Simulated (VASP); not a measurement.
**MgVCl2O: relaxation of cell and atoms with PBEsol+D3(BJ)**

MgVCl2O:

```xyz
5
Lattice="7.1315 -2.1130 0.0000 7.1315 2.1130 0.0000 -1.5035 0.0000 4.4019" Properties=species:S:1:pos:R:3 pbc="T T T"
V    -1.4507    0.0000    4.3070
Cl    8.8213    0.0000    0.4910
Cl    3.9729    0.0000    3.7261
Mg    6.3008    0.0000    2.0532
O    13.4954    0.0000    2.0847
```

The cell comes from a database or a generator and needn't be the stable form of this composition.

The cell isn't the ideal one: volume scaled by 1.25.

| Item | Value |
| --- | --- |
| Program | VASP 6.6.1 |
| Task | relaxation of cell and atoms |
| Functional | PBEsol |
| Dispersion | D3(BJ) |
| Potentials or basis | VASP PAW PBE potentials, release 64 (V_sv, Cl, Mg, O_s) |
| Cutoff | 480 eV |
| k mesh | 5 × 5 × 5 |
| Occupations | tetrahedron |
| Spin | collinear spin, ferromagnetic start |
| Starting moments | [2.0, 0.0, 0.0, 0.0, 0.0] μB |
| Further INCAR settings | ALGO = Normal; EDIFF = 1e-06; IBRION = 2; EDIFFG = -0.02; NSW = 60; ISIF = 3 |

The relaxed volume is 16.39 Å³/atom. The relaxed cell is a = 5.841 Å, b = 5.841 Å, c = 4.186 Å, α = 111.03°, β = 111.03°, γ = 38.35° and the space group after relaxing (to 0.05 Å) is Imm2 (No. 44). The energy gained by relaxing is 372.7 meV/atom and the ionic steps are 29. The pressure after relaxing is 0.0 GPa and the largest force after relaxing is 0.020 eV/Å. The band gap on the k mesh is 0.37 eV, indirect (least direct gap 0.53 eV), the net moment is 3.00 μB per cell and the site moments are V +2.54; Cl -0.01; Mg +0.01; O +0.06 μB. The valence electrons inside the program's atomic spheres are V 11.48; Cl 5.12, 5.11; Mg 0.40; O 6.02 and the dispersion energy per atom is -0.229 eV.

Forces on the atoms (eV/Å):
```
V   -0.005  0.000  0.015
Cl   0.006  0.000 -0.009
Cl   0.020  0.000 -0.001
Mg  -0.015  0.000 -0.006
O   -0.007  0.000  0.001
```

Stress tensor (GPa, compression positive):
```
 0.00  0.00  0.05
 0.00 -0.03  0.00
 0.05  0.00 -0.11
```

The path:
```
step  energy change (eV)  largest force (eV/Å)  pressure (GPa)  volume (Å³)
   1              0.0000                1.5167          -11.50       132.67
   2             -1.6258                0.2372            1.77        99.24
   3             -1.6473                0.0411           -0.38       101.83
   4             -1.6790                0.1476           -0.25       100.64
   5             -1.6847                0.2488           -0.07        99.90
   6             -1.6930                0.2048           -0.38        99.57
   7             -1.7113                0.1744           -1.29        98.57
   8             -1.7202                0.2951           -2.94        96.44
   9             -1.7212                0.2440           -2.41        97.12
  10             -1.7233                0.2475           -2.40        96.94
  11             -1.7294                0.2581           -2.39        96.37
  12             -1.7415                0.2785           -2.31        95.25
  13             -1.7645                0.3181           -2.13        93.01
  14             -1.8016                0.4558           -1.57        88.54
  15             -1.7878                0.7976            0.87        79.66
  16             -1.8128                0.6507           -0.66        84.99
  17             -1.8128                0.6980           -0.33        83.56
  18             -1.8330                0.5143           -0.01        82.47
  19             -1.8482                0.2439            0.73        80.39
  20             -1.8535                0.1931            0.14        80.93
  21             -1.8560                0.1324           -0.62        81.65
  22             -1.8599                0.0983           -0.27        81.49
  23             -1.8614                0.0831            0.08        81.35
  24             -1.8614                0.0860            0.15        81.32
  25             -1.8623                0.0615            0.08        81.44
  26             -1.8630                0.0419            0.00        81.68
  27             -1.8633                0.0307            0.06        81.71
  28             -1.8634                0.0258            0.11        81.75
  29             -1.8636                0.0198           -0.05        81.97
```

Final structure:
```
V Cl Mg O
1.0
     5.50751   -1.91846   -0.32653
     5.50751    1.91846   -0.32653
    -1.35850    0.00000    3.95955
V Cl Mg O
1 2 1 1
Direct
  0.99617 0.99617 0.97375
  0.65087 0.65087 0.12957
  0.34270 0.34270 0.82092
  0.49900 0.49900 0.47686
  0.99772 0.99772 0.47541
```

Levels at points of the mesh, in eV from the valence-band top:
Spin up:
```
           k point  band 16  band 17  band 18  band 19  band 20  band 21  band 22
(0.00, 0.00, 0.00)    -3.66    -1.74    -1.28    -0.77     0.55     0.68     1.08
```
Spin down:
| k point | band 14 | band 15 | band 16 | band 17 | band 18 | band 19 |
| --- | --- | --- | --- | --- | --- | --- |
| (0.00, 0.00, 0.00) | -4.55 | -4.15 | -3.55 | 0.69 | 1.01 | 1.29 |

It took 62 min on 1 thread of AMD EPYC 9R45 96-Core Processor (Zen 5), on a shared host, peak memory 0.52 GiB.

Caveat: the PAW data sets were made with another functional, which shifts forces and pressure a little; an odd mesh through Γ misses points on the zone boundary, where band edges often lie.
